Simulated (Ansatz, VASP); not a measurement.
# Two plane-wave programs on Rb2ScCuF6

```
CELL_PARAMETERS angstrom
0.00000 4.33280 4.33280
4.33280 0.00000 4.33280
4.33280 4.33280 0.00000
ATOMIC_POSITIONS crystal
Rb 0.75000 0.75000 0.75000
Rb 0.25000 0.25000 0.25000
Sc 0.00000 0.00000 0.00000
Cu 0.50000 0.50000 0.50000
F 0.76414 0.23586 0.23586
F 0.23586 0.23586 0.76414
F 0.23586 0.76414 0.76414
F 0.23586 0.76414 0.23586
F 0.76414 0.23586 0.76414
F 0.76414 0.76414 0.23586
```

Alike in both runs: task single point; functional PBE; k mesh 4 × 4 × 4; no spin polarisation.

|  | VASP | Ansatz |
| --- | --- | --- |
| version | VASP 6.6.1 | Ansatz 0.2.0 |
| potentials or method | VASP PAW PBE potentials, release 64 (Rb_sv, Sc_sv, Cu, F) | plane waves, PAW |
| plane-wave cutoff (eV) | 520 | 450 |
| occupations | gaussian, width 0.01 eV | fixed |
| valence electrons in the cell | 82 | 90 |

```tsv
	VASP	Ansatz	Ansatz less VASP
gap on the k mesh at the Fermi level (eV)	1.44	1.48	+0.039
rms of the force components (eV/Å)	0.003	0.039	+0.0358
```

Atom by atom the forces differ by 0.036 eV/Å (rms over components). The two sets of potentials don't hold the same shells in valence.

A k mesh can miss the band edges.
